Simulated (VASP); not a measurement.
Given:

```
Ni3Si
1.0
    3.45911     0.00000     0.00000
    0.00000     3.45911     0.00000
    0.00000     0.00000     3.45911
Si Ni
1 3
Cartesian
  0.00000   0.00000   0.00000
  0.00000   1.72955   1.72955
  1.72955   0.00000   1.72955
  1.72955   1.72955   0.00000
```

Level of theory: PBEsol GGA, VASP's PBE PAW potentials (set 64) (plane waves; VASP 6.6.1). Run with 480 eV cut-off, 8×8×8 Γ-centred mesh, first-order Methfessel-Paxton smearing of 0.10 eV, potentials Si Ni.

Energy and stress use the plane-wave basis of the starting cell.

Question: The ions, cell shape and volume at an external pressure of 15.0 GPa are relaxed. Which structure does the run end with?

Answer: 
```
Ni3Si
1.0
    3.39857     0.00000     0.00000
    0.00000     3.39857     0.00000
    0.00000     0.00000     3.39857
Si Ni
1 3
Direct
  0.00000   0.00000   0.00000
  0.00000   0.50000   0.50000
  0.50000   0.00000   0.50000
  0.50000   0.50000   0.00000
```
Space group Pm-3m (221), at a tolerance of 0.03 Å.

Question: How do energy and volume change from the first to the last step?

Answer: The energy (σ→0) changes by +24.5 meV/atom and the volume by -5.2 %, in 4 ionic steps.

| step | E(σ→0) (eV) | max force (eV/Å) | pressure (GPa) | volume (Å³) |
|---|---|---|---|---|
| 1 | -26.2903 | 0.000 | 0.49 | 41.39 |
| 2 | -25.5947 | 0.000 | 46.79 | 36.03 |
| 3 | -26.1962 | 0.000 | 14.68 | 39.30 |
| 4 | -26.1924 | 0.000 | 14.95 | 39.25 |

The compound is Ni3Si in the L1_2 structure. This run relaxes it under an external pressure of 15 GPa. Symmetry was kept, so distortions that lower it aren't found. The run is not spin-polarised, so no magnetic state was tried.
